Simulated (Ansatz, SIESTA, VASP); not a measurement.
# Code comparison for SnO2 (Pnnm, 6 atoms in the cell)

Self-consistent single point.

```xyz
6
Lattice="4.7914 0.0000 0.0000 0.0000 4.8700 0.0000 0.0000 0.0000 3.2432" Properties=species:S:1:pos:R:3 pbc="T T T"
Sn     2.3957     2.4350     1.6216
Sn     0.0000     0.0000     0.0000
O      1.3984     1.5635     0.0000
O      3.3930     3.3065     0.0000
O      3.7940     0.8715     1.6216
O      0.9973     3.9985     1.6216
```

Shared settings, as Ansatz (an electronic-structure program) writes them: kpoints.mp_grid.grid = 5 5 7; magnetization.spin_orbit = true; scf.occupations.method = fixed. Potentials and cutoffs stand in the table.

```
code                                                                                                                                                               model  pressure (GPa)  largest force (eV/Å)  gap on the mesh (eV)       cutoff
------  ----------------------------------------------------------------------------------------------------------------------------------------------------------------  --------------  --------------------  --------------------  -----------
Ansatz                                                                                                  PBEsol with spin-orbit coupling, default PAW files made with PBE           -7.58                 0.125                 0.714      default
SIESTA  GGA PBEsol with spin-orbit coupling, numerical atomic orbitals DZP, PseudoDojo PBEsol fully relativistic norm-conserving potentials (rewritten from UPF to PSML)               –                 0.134                 0.529  grid 350 Ry
VASP                                                                                                     PBEsol, spin-orbit coupling, VASP's PBE PAW potentials (set 64)          -11.59                 0.109                 0.707       400 eV
```

A dash marks a value that a program does not give, or that is left out as unsure.

Gaps are read on the mesh.

The spread over the programs that give each value: pressure within 4.01 GPa; largest force within 0.025 eV/Å; gap on the mesh within 0.185 eV.

SIESTA uses small atom-centred bases, whose incompleteness enters pressures, forces and empty levels differently from a plane-wave cutoff. Ansatz's pressure is given at a fixed set of plane waves, as the other plane-wave codes print theirs; with its correction for the finite basis it is -6.72 GPa (the shift of 0.86 GPa shows how far the cutoff is from converged). In the gap, SIESTA (by 0.181) lies more than 0.12 eV from the median of the plane-wave programs. In the force vectors, SIESTA (by 0.094) lies more than 0.08 eV/Å from the median of the plane-wave programs.

VASP's run is marked for a possible Pulay error in its stress at this cutoff; no cutoff test was made.

VASP ran the fixed occupations as a Gaussian smearing of 0.01 eV.

The starting cell comes from a database of computed structures (which also holds hypothetical and non-ambient phases and stackings), without a prior relaxation at this level. Its lattice was rescaled by a random factor within 2.5 % of one.

Keys are those of Ansatz 0.2.
